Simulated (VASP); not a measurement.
Data:

```yaml
crystal:
  lattice:
    - [3.18134, 0.00000, 0.00000]
    - [-1.59067, 2.75512, 0.00000]
    - [0.00000, 0.00000, 5.27433]
  atoms:
    - { symbol: B, position: [0.66667, 0.33333, 0.50037] }
    - { symbol: B, position: [0.33333, 0.66667, 0.00037] }
    - { symbol: P, position: [0.66667, 0.33333, 0.87463] }
    - { symbol: P, position: [0.33333, 0.66667, 0.37463] }
```

The numbers are results of PBEsol GGA, VASP's PBE PAW potentials (set 64) (plane waves; VASP), not measurements. Settings: 520 eV cut-off, 9×9×5 Γ-centred mesh, tetrahedra with Blöchl corrections, potentials B P.

**Question.** Predict the energy per atom (σ→0), band gap (on the k-mesh) with the smallest direct gap where there is one.

**Answer.** 
```json
{
 "band gap (on the k-mesh)": "0.83 eV",
 "smallest direct gap (on the k-mesh)": "2.68 eV",
 "energy per atom (σ→0)": "-6.827 eV/atom"
}
```

Only differences to runs with the same potentials and settings are physical.

The structure comes from a computed database's BP entry (P6_3mc); how it stands against other phases isn't given here. It was relaxed first.
